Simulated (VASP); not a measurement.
Given:

```xyz
2
Lattice="0.0000 2.2605 2.2605 2.2605 0.0000 2.2605 2.2605 2.2605 0.0000" Properties=species:S:1:pos:R:3 pbc="T T T"
B      0.0000     0.0000     0.0000
P      1.1303     1.1303     1.1303
```

These are PBEsol GGA, VASP's PBE PAW potentials (set 64) (plane waves; VASP 6.6.1) values and carry that method's errors. Run with 520 eV cut-off, 14×14×14 Γ-centred mesh, Gaussian smearing of 0.010 eV, potentials B P.

Task: Give the electronic dielectric tensor ε∞ (DFPT, local fields included).

Result: 
```
9.34  0.00  0.00
0.00  9.34  0.00
0.00  0.00  9.34
```

Task: Give the Born effective charges.

Result: 
```json
[
 {"atom": "B1", "Z*xx": "-0.54", "Z*yy": "-0.54", "Z*zz": "-0.54", "mean": "-0.54"},
 {"atom": "P2", "Z*xx": "0.54", "Z*yy": "0.54", "Z*zz": "0.54", "mean": "0.54"}
]
```

The compound is BP in the zinc blende structure. It was relaxed first.
